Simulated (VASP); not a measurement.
Computed with PBE GGA, VASP's PBE PAW potentials (set 64) (plane waves; VASP 6.6.1).

VASP ran on this input.

**POSCAR**
```
Y
1.0
  1.8283887461  -3.1668624820   0.0000000000
  1.8283887461   3.1668624820   0.0000000000
  0.0000000000   0.0000000000   5.6438095355
Y
2
Cart
  1.8283887461   1.0556229386   1.4109523839
  1.8283887461  -1.0556229386   4.2328571516
```

File KPOINTS:
```
Automatic mesh
0
Gamma
 10 10 6
0 0 0
```

**INCAR**
```
! general
SYSTEM =Y
PREC   =Accurate
ENCUT  =400   ! plane-wave cut-off (eV)
LREAL  =.FALSE.   ! projection in real space or not
LASPH  =.TRUE.

! electronic loop
EDIFF  =1E-8
NELM   =100   ! most electronic steps
ALGO   =Normal
LMAXMIX=4

! smearing
ISMEAR =1   ! Methfessel-Paxton
SIGMA  =0.1   ! width (eV)

! functional
GGA    =PE   ! PBE

! ions
IBRION =1
NSW    =30   ! most ionic steps
ISIF   =2
EDIFFG =-0.001   ! ionic stop

! output
LWAVE  =.FALSE.
LCHARG =.FALSE.
```

POTCAR, in this order: Y_sv (PBE.64 set). Program: vasp_std.

Predict the energy per atom (σ→0), band gap (on the k-mesh).

energy per atom (σ→0): -6.436 eV/atom
band gap (on the k-mesh): none (metal, semimetal or under 0.01 eV)

File OSZICAR:
```
...
DAV:  10    -0.128718315137E+02   -0.24877E-03   -0.26354E-03  1736   0.533E-01    0.490E-01
DAV:  11    -0.128717019804E+02    0.12953E-03   -0.25331E-04  1830   0.164E-01    0.541E-02
DAV:  12    -0.128716970467E+02    0.49337E-05   -0.38835E-05  1970   0.589E-02    0.184E-02
DAV:  13    -0.128716985576E+02   -0.15110E-05   -0.58794E-06  1841   0.242E-02    0.729E-04
DAV:  14    -0.128716986094E+02   -0.51788E-07   -0.19289E-07  2672   0.260E-03    0.129E-03
DAV:  15    -0.128716985885E+02    0.20912E-07   -0.46958E-09  1176   0.653E-04    0.193E-04
DAV:  16    -0.128716985820E+02    0.65370E-08   -0.71307E-10  1078   0.284E-04
   1 F= -.12871699E+02 E0= -.12872914E+02  d E =-.128717E+02
```

The compound is Y in the hcp structure. It was relaxed first. The start is the result of an earlier pass.
